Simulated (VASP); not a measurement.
Here is the system:

```xyz
1
Lattice="-1.4472 1.4472 1.4472 1.4472 -1.4472 1.4472 1.4472 1.4472 -1.4472" Properties=species:S:1:pos:R:3 pbc="T T T"
Fe     0.0000     0.0000     0.0000
```
Starting moments (μB, in the order of the record's atoms Fe): 2.1.

Calculation: PBEsol GGA, VASP's PBE PAW potentials (set 64) (plane waves; VASP). Run with 480 eV cut-off, 16×16×16 Γ-centred mesh, first-order Methfessel-Paxton smearing of 0.10 eV, potentials Fe.

Give the stress tensor in GPa (positive for a compressed cell).

```
-19.10    0.00    0.00
  0.00  -19.10    0.00
  0.00    0.00  -19.10
```
The pressure is its mean diagonal, -19.10 GPa.

The compound is Fe in the bcc structure. This cell was strained or had an atom moved on purpose.
